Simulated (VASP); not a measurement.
Level of theory: PBEsol GGA, VASP's PBE PAW potentials (set 64) (plane waves; VASP).

A VASP calculation is set up with these files.

INCAR:
```
SYSTEM = PbO
PREC = Accurate
ENCUT = 520
EDIFF = 1E-6
NELM = 100
ALGO = Normal
LREAL = .FALSE.
LASPH = .TRUE.
ISMEAR = 0
SIGMA = 0.05
GGA = PS
LMAXMIX = 4
LWAVE = .FALSE.
LCHARG = .FALSE.
IBRION = 2
ISIF = 3
NSW = 60
EDIFFG = -0.01
```

**POSCAR**
```
PbO
1
   -0.0000000000     2.7857997335     2.7857997335
    2.7857997335    -0.0000000000     2.7857997335
    2.7857997335     2.7857997335    -0.0000000000
Pb O
1 1
Direct
  0.0000000000   0.0000000000   0.0000000000
  0.2500000000   0.2500000000   0.2500000000
```

**KPOINTS**
```
Automatic mesh
0
Gamma
7 7 7
0 0 0
```

POTCAR, in this order: Pb_d O (PBE.64 set). Program: vasp_std.

Output

File OSZICAR:
```
       N       E                     dE             d eps       ncg     rms          rms(c)
DAV:   1     0.176815405463E+03    0.17682E+03   -0.10287E+04   572   0.159E+03
DAV:   2     0.449731375740E+01   -0.17232E+03   -0.16636E+03   608   0.390E+02
DAV:   3    -0.126614292964E+02   -0.17159E+02   -0.16956E+02   644   0.129E+02
DAV:   4    -0.131683018628E+02   -0.50687E+00   -0.50643E+00   634   0.249E+01
DAV:   5    -0.131823186605E+02   -0.14017E-01   -0.14017E-01   662   0.403E+00    0.838E+00
DAV:   6    -0.112556806381E+02    0.19266E+01   -0.15790E+01   834   0.352E+01    0.503E+00
DAV:   7    -0.109895048795E+02    0.26618E+00   -0.22973E+00   686   0.138E+01    0.156E+00
DAV:   8    -0.109988366656E+02   -0.93318E-02   -0.52657E-01   606   0.748E+00    0.147E+00
DAV:   9    -0.109606142472E+02    0.38222E-01   -0.56282E-02   614   0.280E+00    0.249E-01
DAV:  10    -0.109614428106E+02   -0.82856E-03   -0.75021E-03   572   0.714E-01    0.185E-01
DAV:  11    -0.109610713180E+02    0.37149E-03   -0.12740E-03   608   0.356E-01    0.360E-02
DAV:  12    -0.109610710048E+02    0.31322E-06   -0.11380E-04   626   0.786E-02    0.102E-02
DAV:  13    -0.109610699388E+02    0.10660E-05   -0.94327E-06   584   0.396E-02    0.263E-03
DAV:  14    -0.109610701785E+02   -0.23974E-06   -0.12661E-06   352   0.170E-02
   1 F= -.10961070E+02 E0= -.10961070E+02  d E =-.109611E+02
```

**OUTCAR**
```
------------------------ aborting loop because EDIFF is reached ----------------------------------------
  FORCE on cell =-STRESS in cart. coord.  units (eV):
  Direction    XX          YY          ZZ          XY          YZ          ZX
  --------------------------------------------------------------------------------------
  Total        0.0047916      0.0047916      0.0047916      0.0000000      0.0000000     -0.0000000
  in kB        0.1775474      0.1775474      0.1775474      0.0000000      0.0000000     -0.0000000
  external PRESSURE =       0.1775474 kB  Pullay stress =       0.0000000 kB
  volume of cell :       43.24
      direct lattice vectors                 reciprocal lattice vectors
     0.000000000  2.785799734  2.785799734    -0.179481674  0.179481674  0.179481674
     2.785799734  0.000000000  2.785799734     0.179481674 -0.179481674  0.179481674
     2.785799734  2.785799734  0.000000000     0.179481674  0.179481674 -0.179481674
 POSITION                                       TOTAL-FORCE (eV/Angst)
 -----------------------------------------------------------------------------------
      0.00000      0.00000      0.00000        -0.000000     -0.000000     -0.000000
      1.39290      1.39290      1.39290         0.000000      0.000000      0.000000
 -----------------------------------------------------------------------------------
    total drift:                                0.000000      0.000000      0.000000
  FREE ENERGIE OF THE ION-ELECTRON SYSTEM (eV)
  ---------------------------------------------------
  free  energy   TOTEN  =       -10.9610701785 eV

  energy  without entropy=      -10.9610701785  energy(sigma->0) =      -10.96107018

 reached required accuracy - stopping structural energy minimisation
```
(Selected blocks of OUTCAR.)

The structure was generated: PbO was put into the zinc blende type (F-43m), which need not be its known phase. It was relaxed first, which changed the volume by +47 %. The start is the result of an earlier pass.
